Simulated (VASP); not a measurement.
A cell of CdSe (zinc blende) near equilibrium:

```
CdSe
1.0
    0.00000     3.06297     3.06297
    3.06297     0.00000     3.06297
    3.06297     3.06297     0.00000
Cd Se
1 1
Direct
  0.00000   0.00000   0.00000
  0.25000   0.25000   0.25000
```

The numbers are results of r2SCAN meta-GGA, VASP's PBE PAW potentials (set 64) (plane waves; VASP 6.6.1), not measurements.

```json
[
 {"run": "as it is", "ΔE (meV/atom)": "0.0", "σxx": "0.41", "σyy": "0.41", "σzz": "0.41", "largest shear component, with its sign (GPa)": "0.00", "gap (eV)": "1.04"},
 {"run": "after one change", "ΔE (meV/atom)": "4.0", "σxx": "1.44", "σyy": "1.73", "σzz": "1.44", "largest shear component, with its sign (GPa)": "0.00", "gap (eV)": "1.04"}
]
```
Stress is in GPa, positive when the cell is compressed; gaps are those on the k-mesh, and 0.00 means metallic.

### Question
Name the change that produced these shifts.
(A) uniaxial strain of -2.0 % along y
(B) biaxial strain of +1.5 % in the xz plane
(C) isotropic strain of -3.0 %

### Answer
A, uniaxial strain of -2.0 % along y

The compound is CdSe in the zinc blende structure, whereas wurtzite is the usual form.
